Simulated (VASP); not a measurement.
BN (zinc blende) relaxed at rising pressure, in one space group throughout; other phases were not tried. The pressures are those reached. These are LDA (Ceperley-Alder, Perdew-Zunger), VASP's LDA PAW potentials (set 64) (plane waves; VASP) values and carry that method's errors.

```tsv
P (GPa)	V (Å³/atom)	k-mesh
-0.33	5.753	13×13×13
5.04	5.678	13×13×13
10.04	5.612	13×13×13
19.99	5.491	13×13×13
29.97	5.381	13×13×13
```

Question: Fit an equation of state and predict the volume at 44.85 GPa.

Answer: Least squares on the third-order Birch-Murnaghan form, P = (3B0/2)(y⁷ − y⁵)[1 + (3/4)(B′ − 4)(y² − 1)] with y = (V0/V)^(1/3), gives V0 = 5.748 Å³/atom, B0 = 400 GPa and B′ = 3.9, and so 5.234 Å³/atom. The run gave 5.233 Å³/atom, -0.0 % from the fit.

Pressures at which the relaxation failed are left out.

The compound is BN in the zinc blende structure.
